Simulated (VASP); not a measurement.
**TiO2: stress against strain**

TiO2 (rutile, P4_2/mnm, 10.450 Å³/atom and stress up to 0.24 GPa in the relaxed cell, c along z) under a strain ε along c (axis z), the other axes held. r2SCAN in VASP (plane waves, PAW), 600 eV, 8×8×10 Γ-centred mesh, Gaussian smearing 0.05 eV; ions are relaxed, or left where forces stay under 0.02 eV/Å, within the symmetry of each cell. Stress is positive for a compressed cell.

Here s stands for strain and y for stress zz.

| strain (%) | stress zz (GPa) |
|---|---|
| -3.00 | ? |
| -1.50 | 7.92 |
| -1.00 | 5.15 |
| -0.50 | 2.47 |
| 0.00 | -0.15 |
| 0.50 | -2.65 |
| 1.00 | -5.10 |
| 1.50 | -7.47 |

Fit y of the 7 rows that show it with a straight line. Means: s 0, y 0.024. About the means, the sum of products is -35.895 and the sum of squares of s is 7.0000; the slope is their ratio. Least squares gives y = 0.024 - 5.1279·s. Residuals (row less fit): 0.204, -0.002, -0.118, -0.174, -0.110, 0.004, 0.198; standard error 0.166 (degrees of freedom: 5). The slope gives the elastic constant C33 = 513 ± 6 GPa (± standard error of the fit, which holds the terms cut off).

Estimate the missing y (s = -3.00); what did the run itself give?

y = 0.024 - 5.1279 × (-3.0) = 15.408 GPa. The calculation gives 16.70 GPa, 1.292 GPa above the prediction (5.3 % of the range of y in the table). The row lies outside the fitted rows, so this is an extrapolation. From the scatter of the fitted rows alone, a prediction at this place has a standard error of 0.258 GPa, so the miss is 5.0 times that.

A polynomial of degree 2 through the 12 other runs of the series gives 16.68 there, so most of the miss is curvature that the fit leaves out. The primitive cell can neither tilt nor turn polar against its symmetry, as such crystals can under strain. Rows are the converged runs of the series near zero and its far end, less any whose ions stayed unrelaxed beside relaxed ones; series whose fitted rows scatter by over a few per cent of the range, as at a crossing or softening among them, aren't shown in this form. Most that stay on the fit to the last digits aren't either.
